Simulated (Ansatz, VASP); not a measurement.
# GaN: VASP beside Ansatz, part 2 of 2

One calculation is typed for both programs; each brings its own data sets. How far apart do they land? The cell is taken from a series of runs on this material, whose earlier steps may have relaxed, scaled, displaced or heated it; both programs get it as it stands.

VASP 6.6.1 and Ansatz 0.2.0.

So far: The starting structure; VASP: zone-centre phonons, LDA.

## (3) Ansatz: zone-centre phonons, LDA

Level of this step: Ansatz beside VASP: Kohn-Sham DFT, plane waves, LDA (Ansatz).

Ansatz runs on its default PAW (the set named soft_2) files.

The same cell, functional (in two slightly different forms) and mesh now go to Ansatz.

input.yaml reads:

```yaml
crystal:
  lattice:
    - [3.1911292771, 0.0, 0.0]
    - [-1.5955646385, 2.7635990207, 0.0]
    - [0.0, 0.0, 5.2063981863]
  atoms:
    - { symbol: Ga, position: [0.3333333333, 0.6666666667, -0.0005551298] }
    - { symbol: Ga, position: [0.6666666667, 0.3333333333, 0.4994448702] }
    - { symbol: "N", position: [0.3333333333, 0.6666666667, 0.3755551298] }
    - { symbol: "N", position: [0.6666666667, 0.3333333333, 0.8755551298] }
kpoints:
  mp_grid: { grid: [6, 6, 4] }
hamiltonian:
  xc: lda
scf:
  occupations: { method: fixed }
output:
  eigenvalues: true
basis:
  ecutwfc: 260.0
phonons:
  method: dfpt
  qmesh: [2, 2, 1]
  temperatures: { t_max: 1000, t_step: 50 }
  qpath:
    path:
      - [[0.0, 0.0, 0.0], [0.5, 0.0, 0.0], [0.33333333, 0.33333333, 0.0], [0.0, 0.0, 0.0], [0.0, 0.0, 0.5], [0.5, 0.0, 0.5], [0.33333333, 0.33333333, 0.5], [0.0, 0.0, 0.5]]
      - [[0.5, 0.0, 0.5], [0.5, 0.0, 0.0]]
      - [[0.33333333, 0.33333333, 0.5], [0.33333333, 0.33333333, 0.0]]
    npoints: 10
```

On the command line:

```sh
$ ansatz run input.yaml --threads 8 --pin off --max-ram 14336MiB --backend cpu --events-out ev --progress --plain --runs-dir out
```

Numbers of over 12 decimals in the logs are rounded to 6 here.

Log:

```text
Warning: basis.ecutwfc = 260 eV is below the records' recommended 420 eV, and the density's cutoff is lower with it unless basis.ecutrho_ratio is high enough to keep the records' density cutoff: compare with a run at a higher cutoff
Engine: ansatz 0.2.0, x86_64-unknown-linux-gnu
Pseudopotentials: kind: paw
Pseudopotential: Ga, paw, valence charge 13, recommended cutoff 420 eV (normal), Ga.paw.azcp
Pseudopotential: N, paw, valence charge 5, recommended cutoff 420 eV (normal), N.paw.azcp
Functional definition: SPW92
  exchange = slater_x
  correlation = pw_c
Crystal: 4 atoms, lattice volume = 45.915 Å³
Basis set: ecut = 260 eV, 427 PW (Γ), exchange–correlation on 36×36×60 points (8 copies of the dense FFT grid, shifted against one another)
Bands: 22, of which v1, the nominal top of the filled ones, is band 18 counted from 1 (17 counted from 0)
Symmetry: 12 space group operations
k-points: 21 of 144 (time reversal used)
Non-local potential: Ga, projectors of the file, l = 0: 2, l = 1: 2, l = 2: 3, l = 3: 1
Non-local potential: N, projectors of the file, l = 0: 2, l = 1: 2, l = 2: 1
PAW form: soft (Blöchl's): semilocal exchange-correlation on the pseudo side does not see the compensation charge
PAW frozen core: Ga, regenerated for the run's functional, and the local potential with it (the file was generated under x = pbe(κ = 0.804, μ = 0.219515), c = pbe(β = 0.066725))
PAW frozen core: N, regenerated for the run's functional, and the local potential with it (the file was generated under x = pbe(κ = 0.804, μ = 0.219515), c = pbe(β = 0.066725))
PAW one-centre angular grid: Ga, 590 points (default); XC on 64 Gauss nodes
PAW one-centre angular grid: N, 110 points (default); XC on 64 Gauss nodes
Initial density: superposition of atomic densities (neutral atoms: chi_scale 0, normalization atom), corrected by the library's trained network
Initial wavefunctions: pseudopotential atomic-orbital guess
Functional: x = slater, c = lda
SCF iter   1: F=—  HF=-8161.187386 eV  |F-HF|=—  |Δ(HF+E_count)|=         —  Δρ=3.30e-2  dr2=3.26e-1  ethr=1.77e-3  ⟨swp⟩=4.0  Hψ=1551  notcnv=0  defer=23
preconditioner: auto → Resta (q_TF=auto, 2.620 Å⁻¹)  ε∞=5.0  [insulator: Δε(μ)=1.410 eV  Ē_g=16.495 eV  n_scr=22 (ndim 8)  ℏωp=32.9 eV  f_vac=0.015  ε∞_Penn≈5.0]
SCF iter   2: F=—  HF=-8160.885581 eV  |F-HF|=—  |Δ(HF+E_count)|=   3.02e-1  Δρ=1.21e-2  dr2=3.40e-2  ethr=9.05e-4  ⟨swp⟩=2.0  Hψ=1050  notcnv=0  defer=40
SCF iter   3: F=—  HF=-8160.883416 eV  |F-HF|=—  |Δ(HF+E_count)|=   2.17e-3  Δρ=5.95e-3  dr2=7.91e-3  ethr=9.44e-5  ⟨swp⟩=2.0  Hψ=612  notcnv=0  defer=40
SCF iter   4: F=—  HF=-8160.880671 eV  |F-HF|=—  |Δ(HF+E_count)|=   2.75e-3  Δρ=1.96e-3  dr2=1.75e-3  ethr=2.20e-5  ⟨swp⟩=2.8  Hψ=823  notcnv=0  defer=40
SCF iter   5: F=—  HF=-8160.879936 eV  |F-HF|=—  |Δ(HF+E_count)|=   7.35e-4  Δρ=3.40e-4  dr2=4.29e-5  ethr=4.86e-6  ⟨swp⟩=2.0  Hψ=844  notcnv=0  defer=40
SCF iter   6: F=—  HF=-8160.879961 eV  |F-HF|=—  |Δ(HF+E_count)|=   2.56e-5  Δρ=8.24e-5  dr2=1.45e-6  ethr=1.19e-7  ⟨swp⟩=2.0  Hψ=840  notcnv=0  defer=2
SCF iter   7: F=—  HF=-8160.879964 eV  |F-HF|=—  |Δ(HF+E_count)|=   2.93e-6  Δρ=9.93e-6  dr2=4.69e-8  ethr=4.02e-9  ⟨swp⟩=2.0  Hψ=832  notcnv=0
SCF iter   8: F=—  HF=-8160.879964 eV  |F-HF|=—  |Δ(HF+E_count)|=   3.67e-9  Δρ=1.93e-6  dr2=1.72e-9  ethr=1.30e-10  ⟨swp⟩=2.1  Hψ=782  notcnv=0
SCF iter   9: F=—  HF=-8160.879964 eV  |F-HF|=—  |Δ(HF+E_count)|=  1.39e-10  Δρ=2.67e-7  dr2=3.68e-11  ethr=4.77e-12  ⟨swp⟩=3.0  Hψ=850  notcnv=0
SCF iter  10: F=-8160.879964 eV  HF=-8160.879964 eV  |F-HF|=0.00e0  |Δ(HF+E_count)|=  8.19e-12  Δρ=3.80e-8  dr2=6.39e-13  ethr=1.00e-12  ⟨swp⟩=6.0  Hψ=2162  notcnv=0
SCF 1 converged in 10 iterations: F = -8160.879964 eV  dr2 = 6.39e-13
  greatest PAW one-centre occupation: 0.994 electrons in one spin orbital (limit 2), on the Ga atom at site 0 (counted from 0), in its partial waves of l = 2
NSCF: frozen V_eff on 21 k-points
NSCF: frozen V_eff on 47 k-points
DFPT response loops at q = (0, 0, 0) (fractional): preconditioner auto → Resta (q_TF=auto, 2.620 Å⁻¹)  ε∞=6.1 (no band partly filled); β = 1.00, the filter's whole step (`scf.mixing.beta` (0.50) is not read by the response loops at its default; to damp them type it under 1.00, their step now; it binds the ground state too); Broyden in place of MSR1
NSCF: frozen V_eff on 94 k-points
DFPT response loops at q = (0, -0.5, 0) (fractional): mixed as the last ones told, above
SCF converged after 10 iterations
Free energy (F): -8160.879964 eV
Harris-Foulkes:  -8160.879964 eV  (|F-HF|=0.00e0)
Internal energy: -8160.879964 eV  (E = F + TS)
E sigma→0 (E₀):  -8160.879964 eV
Fermi energy:    9.343012 eV
--- Per-component energies (eV) ---
  E_band       = -43.167948
  E_kinetic    = 498.453427
  E_local      = -3924.840769  (includes V_loc(G=0)·N_el)
  E_nonlocal   = 972.514901
  E_hartree    = 1804.705516
  E_xc         = -256.688362
  E_vxc        = -269.747377  (∫ρ·V_xc dr)
  E_paw        = -4090.349594  (= ΣΔE_a)
  E_vpaw       = -928.929889  (= ΣTr[D̂ρ^β])
  E_aug_tail   = -0.029283  (compensation charges beyond the density's cutoff)
  E_ewald      = -3168.262849
  E_core_change = 3.617048  (= ΣΔE_core)
  E_smearing   = -0.000000  (= −TS)
  E_closure    = -0.000000  (closes the sum)
  Σ components = -8160.879964   (vs F -8160.879964, Δ=0.00e0)
--- Band table (eV; the first three rows and the last of 21) ---
  k-point 0: bands = [... 14 lower, 8.2448, 9.1601, 9.3430, 9.3430, 10.9661, 13.2935, 18.3260, 18.9643]
  k-point 1: bands = [... 14 lower, 8.3434, 8.3434, 9.1488, 9.1488, 12.2231, 13.3997, 17.9293, 18.5751]
  k-point 2: bands = [... 14 lower, 8.6811, 8.6811, 8.6811, 8.6811, 13.2940, 13.2940, 17.5008, 17.5008]
  k-point 20: bands = [... 14 lower, 4.9957, 4.9957, 7.7363, 7.7363, 15.4499, 15.4499, 16.4332, 16.4332]
--- Phonons (Γ-DFPT): 4 representative perturbations + reference (Σ response iterations 21) ---
  ASR residual: 5.065e-6 → 0.000e0 eV/Å²; symmetrization residual: 3.287e-6 eV/Å²
  ASR residual per site (eV/Å²): 3.64e-6 3.64e-6 5.07e-6 5.07e-6
  Γ frequencies (cm⁻¹): 0.00 0.00 0.00 142.65 142.65 356.18 578.30 601.85 601.85 603.95 603.95 702.53
--- Phonons (arbitrary-q DFPT): 2 irreducible q on the 2×2×1 mesh ---
  q = [0.0000, 0.0000, 0.0000] (star 1, of the zone-centre solve; hermiticity 2.77e-7, symmetrization 4.09e-11): -0.00 -0.00 0.00 142.65 142.65 356.18 578.30 601.85 601.85 603.95 603.95 702.53
  q = [0.0000, -0.5000, 0.0000] (star 3, 6 solved perturbations on 47 of 144 k-point pairs; hermiticity 2.78e-7, symmetrization 4.65e-11): 137.64 186.36 202.12 246.19 325.00 340.75 613.82 617.14 639.15 657.86 694.11 710.73
  sum rule: each row above includes the acoustic sum rule's correction from the zone centre's row sums; it moved no ω² by more than (0.31 cm⁻¹)²
  mesh force constants: q→R imaginary residual 1.23e-17; ASR residual 5.065e-6 → 0.000e0 eV/Å²; symmetrization residual 2.132e-14 eV/Å²
  interpolated dispersion: 93 rows × 12 modes
  density of states and harmonic sums: on the 22×22×12 q-mesh, interpolated from the force constants of a 2×2×1 supercell (no non-analytic term)
  largest difference from the sums on the solved wave vectors: F 9.89e-2 eV, S 1.63e-4 and C_V 6.46e-5 eV/K
  zero-point energy: 0.323422 eV/cell   skipped modes (ω ≤ 0): 3   left out of the sums: 4.30e-5 of the cell's modes: C_V's classical limit lies that fraction below 3 k_B per atom; for a crystal, a wire or a layer, F and S can be off by more, and a phonons.interpolated_qmesh denser along its periods is the remedy for the sampling
```

## (4) Side by side

Known differences besides the potentials themselves: the two LDA forms differ slightly; fixed occupations in Ansatz, narrow Gaussian smearing in VASP; VASP's run holds the zone centre alone; the cutoff is 260 eV in Ansatz and 600 eV in VASP; VASP's log shows a relativistic correction to its local exchange, Ansatz's none; Ansatz's log warns that its cutoff lies below the recommended one. Total energies have different zeros and are not compared.

The two programs side by side:

```
                  quantity  Ansatz   VASP  difference
optical mode 1 to 2 (cm⁻¹)   142.7  141.0     +1.15 %
     optical mode 3 (cm⁻¹)   356.2  326.5     +9.10 %
     optical mode 4 (cm⁻¹)   578.3  513.4    +12.65 %
optical mode 5 to 6 (cm⁻¹)   601.9  534.3    +12.64 %
optical mode 7 to 8 (cm⁻¹)   604.0  540.3    +11.77 %
     optical mode 9 (cm⁻¹)   702.5  669.5     +4.93 %
```

Modes are paired by rising frequency, not by their patterns, so a pair may set unlike modes beside each other; they are those without the splitting of longitudinal modes.

## (5) What came out

| Item | Value |
| --- | --- |
| r.m.s. difference of the optical zone-centre modes, each program's sorted by frequency (zone-centre phonons, LDA) | 51 cm⁻¹ |
| difference in optical mode 4 (zone-centre phonons, LDA) | +12.7 % |

The r.m.s. difference of the optical zone-centre modes, each program's sorted by frequency is 51 cm⁻¹ (zone-centre phonons, LDA). Among the rows given in per cent, the largest difference of the zone-centre phonons, LDA pair is in optical mode 4, +12.7 %. Ansatz's own log doubts the convergence of its zone-centre phonons, LDA run, which may account for the difference. Such differences can come from data sets, numerical settings and the points named under the comparisons, not from the functional's error against experiment.

[Lines on the potential files, build, host, timing and source positions are cut from VASP's logs without a mark.]

[Logs are printed without paths, hosts, clocks, repeated set-up lines and the standing remarks that a program may print on its own settings, such as how far it seeks lower states.]

[Hosts, paths, dates, database ids (printed as entryN), source tags and the programs' standing remarks are cut or masked in the printed files.]
